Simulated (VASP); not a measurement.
# LaS (Fm-3m) in VASP: single point with LDA

Aim: the single point of LaS with LDA.

Program: VASP 6.6.1. These are calculated values, not measurements. Logs are shortened: lines on timing, memory, paths and dates and some standing lists are left out, and cuts for length are marked.

## Step 1: Starting point

The structure is cubic, space group Fm-3m (No. 225). The conventional cell has a = 5.854 Å, b = 5.854 Å, c = 5.854 Å, α = 90.00°, β = 90.00°, γ = 90.00°. La (site symmetry m-3m) is surrounded by 6 S at 2.93 Å. S (site symmetry m-3m) has 6 La at 2.93 Å as nearest neighbours.

## Step 2: Single point, LDA

File INCAR:

```
SYSTEM = LaS
PREC = Accurate ; ENCUT = 520
EDIFF = 1E-6 ; ISMEAR = -1
SIGMA = 0.1 ; LREAL = .False.
LASPH = .True. ; NELM = 100
ALGO = Normal ; ISIF = 2
LWAVE = .False. ; LCHARG = .False.
GGA = CA ; NBANDS = 16
```

File KPOINTS:

```
regular mesh
0
Gamma
  7 7 7
  0 0 0
```

File POSCAR:

```
LaS
1.0
    0.0000000000      2.9270000000      2.9270000000
    2.9270000000      0.0000000000      2.9270000000
    2.9270000000      2.9270000000      0.0000000000
La S
1 1
Direct
    0.0000000000      0.0000000000      0.0000000000
    0.5000000000      0.5000000000      0.5000000000
```

Potentials or basis: VASP PAW LDA potentials, release 64 (La, S).

Run with:

```sh
cat potpaw_LDA.64/La/POTCAR potpaw_LDA.64/S/POTCAR > POTCAR
mpirun -np 1 vasp_std > vasp.out
```

OUTCAR:

```text
SYSTEM = LaS
   PREC = Accurate
   ENCUT = 520
   EDIFF = 1E-6
   ISMEAR = -1
   LREAL = .False.
   LASPH = .True.
   NELM = 100
   ISIF = 2
   GGA = CA

 ion  position               nearest neighbor table
   1  0.000  0.000  0.000-   2 2.93   2 2.93   2 2.93   2 2.93   2 2.93   2 2.93
   2  0.500  0.500  0.500-   1 2.93   1 2.93   1 2.93   1 2.93   1 2.93   1 2.93

  LATTYP: Found a face centered cubic cell.
 ALAT       =     5.8540000000

  Lattice vectors:

 A1 = (   0.0000000000,   2.9270000000,   2.9270000000)
 A2 = (   2.9270000000,   0.0000000000,   2.9270000000)
 A3 = (   2.9270000000,   2.9270000000,   0.0000000000)

Analysis of symmetry for initial positions (statically):
=====================================================================
 Subroutine PRICEL returns:
 Original cell was already a primitive cell.

 Routine SETGRP: Setting up the symmetry group for a
 face centered cubic supercell.

 Subroutine GETGRP returns: Found 48 space group operations
 (whereof 48 operations were pure point group operations)
 out of a pool of 48 trial point group operations.

The static configuration has the point symmetry O_h .

Analysis of symmetry for dynamics (positions and initial velocities):
=====================================================================
 Subroutine PRICEL returns:
 Original cell was already a primitive cell.

 Routine SETGRP: Setting up the symmetry group for a
 face centered cubic supercell.

 Subroutine GETGRP returns: Found 48 space group operations
 (whereof 48 operations were pure point group operations)
 out of a pool of 48 trial point group operations.

The dynamic configuration has the point symmetry O_h .

 Subroutine INISYM returns: Found 48 space group operations
 (whereof 48 operations are pure point group operations),
 and found     1 'primitive' translations

----------------------------------------------------------------------------------------

                                     Primitive cell

  volume of cell :      50.1531

  direct lattice vectors                    reciprocal lattice vectors
     0.000000000  2.927000000  2.927000000    -0.170823369  0.170823369  0.170823369
     2.927000000  0.000000000  2.927000000     0.170823369 -0.170823369  0.170823369
     2.927000000  2.927000000  0.000000000     0.170823369  0.170823369 -0.170823369

  length of vectors
     4.139403097  4.139403097  4.139403097     0.295874754  0.295874754  0.295874754

  position of ions in fractional coordinates (direct lattice)
     0.000000000  0.000000000  0.000000000
     0.500000000  0.500000000  0.500000000

  ion indices of the primitive-cell ions
   primitive index   ion index
                 1           1
                 2           2

----------------------------------------------------------------------------------------

 KPOINTS: regular mesh

Automatic generation of k-mesh.
 Grid dimensions read from file:
 generate k-points for:    7    7    7

 Generating k-lattice:

  Cartesian coordinates                     Fractional coordinates (reciprocal lattice)
    -0.024403338  0.024403338  0.024403338     0.142857143  0.000000000  0.000000000
     0.024403338 -0.024403338  0.024403338     0.000000000  0.142857143  0.000000000
     0.024403338  0.024403338 -0.024403338     0.000000000  0.000000000  0.142857143

  Length of vectors
     0.042267822  0.042267822  0.042267822

  Shift w.r.t. Gamma in fractional coordinates (k-lattice)
     0.000000000  0.000000000  0.000000000

 Subroutine IBZKPT returns following result:
 ===========================================

 Found     20 irreducible k-points:

 Following reciprocal coordinates:
            Coordinates               Weight
  0.000000  0.000000  0.000000      1.000000
  0.142857  0.000000  0.000000      8.000000
  0.285714  0.000000  0.000000      8.000000
  0.428571  0.000000  0.000000      8.000000
  0.142857  0.142857  0.000000      6.000000
  0.285714  0.142857  0.000000     24.000000
[... 12 lines left out ...]
 -0.428571  0.428571  0.142857     24.000000
 -0.285714  0.428571  0.142857     24.000000
   k-points           NKPTS =     20   k-points in BZ     NKDIM =     20   number of bands    NBANDS=     16
   number of dos      NEDOS =    301   number of ions     NIONS =      2
   total plane-waves  NPLWV =  32768
   dimension x,y,z NGX =    32 NGY =   32 NGZ =   32
   dimension x,y,z NGXF=    64 NGYF=   64 NGZF=   64
   ions per type =               1   1
   NGX,Y,Z   is equivalent  to a cutoff of  12.85, 12.85, 12.85 a.u.
   NGXF,Y,Z  is equivalent  to a cutoff of  25.70, 25.70, 25.70 a.u.
 SYSTEM =  LaS
   PREC   = accura    normal or accurate (medium, high low for compatibility)
   ISTART =      0    job   : 0-new  1-cont  2-samecut
   ICHARG =      2    charge: 1-file 2-atom 10-const
   ISPIN  =      1    spin polarized calculation?
   LNONCOLLINEAR =      F non collinear calculations
   LSORBIT =      F    spin-orbit coupling
   LASPH  =      T    aspherical Exc in radial PAW
   ENCUT  =  520.0 eV  38.22 Ry    6.18 a.u.   7.70  7.70  7.70*2*pi/ulx,y,z
   NELM   =    100;   NELMIN=  2; NELMDL= -5     # of ELM steps
   EDIFF  = 0.1E-05   stopping-criterion for ELM
   LREAL  =      F    real-space projection
   EDIFFG = 0.1E-04   stopping-criterion for IOM
   NSW    =      0    number of steps for IOM
   IBRION =     -1    ionic relax: 0-MD 1-quasi-New 2-CG
   NFREE  =      0    steps in history (QN), initial steepest desc. (CG)
   ISIF   =      2    stress and relaxation
   ISYM   =      2    0-nonsym 1-usesym 2-fastsym
   POTIM  = 0.5000    time-step for ionic-motion
   TEBEG  =    0.0;   TEEND  =   0.0 temperature during run
   PSTRESS=    0.0 pullay stress
   NELECT =      17.0000    total number of electrons
   NUPDOWN=      -1.0000    fix difference up-down
   EMIN   =  10.00;   EMAX   =-10.00  energy-range for DOS
   EFERMI =   0.00;   METHOD = LEGACY
   ISMEAR =    -1;   SIGMA  =   0.10  broadening in eV -4-tet -1-fermi 0-gaus
   EFERMI_NEDOS =   21; number of points for ismear=-14 and -15
   IALGO  =     38    algorithm
   IMIX   =      4    mixing-type and parameters
     AMIX     =   0.40;   BMIX     =  1.00
     AMIX_MAG =   1.60;   BMIX_MAG =  1.00
  volume/ion in A,a.u.               =      25.08       169.23
  Fermi-wavevector in a.u.,A,eV,Ry     =   1.141454  2.157035 17.727265  1.302917
  Thomas-Fermi vector in A             =   2.278154
   LORBIT       =      0    0 simple, 1 ext, 2 COOP (PROOUT), +10 PAW based schemes
   GGA     = CA    functional components
   LHFCALC =     F    Hartree Fock is set to
   AEXX    =    0.0000 exact exchange contribution
   IVDW    =     0    specifies the selected vdW correction
   LEPSILON=     F    determine dielectric tensor
   LRPA    =     F    only Hartree local field effects (RPA)
 non-spin polarized calculation
  energy-cutoff  :      520.00
  volume of cell :       50.15
 maximum number of plane-waves:      1363
   NGX = 15   NGY = 15   NGZ = 15

 number of electron      16.9999999 magnetization

 Free energy of the ion-electron system (eV)
  ---------------------------------------------------
  ext. energy  EPLUGINS =         0.00000000
  ---------------------------------------------------
  free energy    TOTEN  =       -14.79703791 eV

  energy without entropy =      -14.75467072  energy(sigma->0) =      -14.77585432

 E-fermi :   8.7170     XC(G=0): -10.3320

 val. band max:        8.5393592007   @ k =  -0.4286   0.2857   0.0000
 cond. band min:       8.7362148717   @ k =  -0.1429   0.1429   0.0000
 fundamental gap:      0.1968556710
 Fermi energy:         8.7169881740

 k-point     1 :       0.0000    0.0000    0.0000
  band No.  band energies     occupation
      1     -24.2025      2.00000
      2      -7.7545      2.00000
      3      -7.7545      2.00000
      4      -7.7545      2.00000
      5      -5.1004      2.00000
      6       5.4801      2.00000
[... 8 lines left out ...]
     15      10.1663      0.00000
     16      10.6369      0.00000

 k-point     2 :       0.1429    0.0000    0.0000
  band No.  band energies     occupation
      1     -24.1877      2.00000
      2      -8.0721      2.00000
      3      -7.7659      2.00000
      4      -7.7659      2.00000
      5      -4.7345      2.00000
      6       4.8372      2.00000
[... 8 lines left out ...]
     15      10.6399      0.00000
     16      10.7156      0.00000

 k-point     3 :       0.2857    0.0000    0.0000
  band No.  band energies     occupation
      1     -24.1543      2.00000
      2      -8.6138      2.00000
      3      -7.7912      2.00000
      4      -7.7912      2.00000
      5      -4.0731      2.00000
      6       3.7579      2.00000
[... 8 lines left out ...]
     15      10.6465      0.00000
     16      11.0321      0.00000

 k-point     4 :       0.4286    0.0000    0.0000
  band No.  band energies     occupation
      1     -24.1272      2.00000
      2      -8.9606      2.00000
      3      -7.8111      2.00000
      4      -7.8111      2.00000
      5      -3.6147      2.00000
      6       3.0533      2.00000
[... 8 lines left out ...]
     15      10.6518      0.00000
     16      11.4270      0.00000
[... 248 lines left out ...]
 k-point    18 :      -0.4286    0.2857    0.1429
  band No.  band energies     occupation
      1     -24.1114      2.00000
      2      -8.6933      2.00000
      3      -8.0866      2.00000
      4      -7.9238      2.00000
      5      -4.1011      2.00000
      6       3.6957      2.00000
[... 8 lines left out ...]
     15      10.5815      0.00000
     16      11.1022      0.00000

 k-point    19 :      -0.4286    0.4286    0.1429
  band No.  band energies     occupation
      1     -24.1034      2.00000
      2      -8.4745      2.00000
      3      -8.1078      2.00000
      4      -8.0945      2.00000
      5      -4.5520      2.00000
      6       4.4204      2.00000
[... 8 lines left out ...]
     15      10.6064      0.00000
     16      10.9655      0.00000

 k-point    20 :      -0.2857    0.4286    0.1429
  band No.  band energies     occupation
      1     -24.1009      2.00000
      2      -8.4334      2.00000
      3      -8.2895      2.00000
      4      -8.0509      2.00000
      5      -4.3607      2.00000
      6       3.9914      2.00000
[... 8 lines left out ...]
     15      10.5604      0.00000
     16      11.0646      0.00000

------------------------ aborting loop because EDIFF is reached ----------------------------------------

  FORCE on cell =-STRESS in cart. coord.  units (eV):
  Direction    XX          YY          ZZ          XY          YZ          ZX
  --------------------------------------------------------------------------------------
  -------------------------------------------------------------------------------------
  Total       -1.1670603     -1.1670603     -1.1670603      0.0000000      0.0000000     -0.0000000
  in kB      -37.2825592    -37.2825592    -37.2825592      0.0000000      0.0000000     -0.0000000
  external PRESSURE =     -37.2825592 kB  Pullay stress =       0.0000000 kB

 VOLUME and BASIS-vectors are now :
 -----------------------------------------------------------------------------
  energy-cutoff  :      520.00
  volume of cell :       50.15
      direct lattice vectors                 reciprocal lattice vectors
     0.000000000  2.927000000  2.927000000    -0.170823369  0.170823369  0.170823369
     2.927000000  0.000000000  2.927000000     0.170823369 -0.170823369  0.170823369
     2.927000000  2.927000000  0.000000000     0.170823369  0.170823369 -0.170823369

 POSITION                                       TOTAL-FORCE (eV/Angst)
 -----------------------------------------------------------------------------------
      0.00000      0.00000      0.00000         0.000000      0.000000      0.000000
      2.92700      2.92700      2.92700         0.000000      0.000000      0.000000
 -----------------------------------------------------------------------------------
    total drift:                                0.000000     -0.000000     -0.000000

  FREE ENERGIE OF THE ION-ELECTRON SYSTEM (eV)
  ---------------------------------------------------
  free  energy   TOTEN  =       -14.7970379064 eV

  energy  without entropy=      -14.7546707241  energy(sigma->0) =      -14.77585432
```

Wall time 14 s (1 thread of Intel Xeon Platinum 8488C (Sapphire Rapids), shared host); peak memory 0.16 GiB.

Results:

* Free energy: -14.7970 eV
* Pressure: -3.7 GPa
* Band gap on the k mesh: none (metal or under the smearing width)

The run has no spin-orbit coupling, so splittings on La are missing.
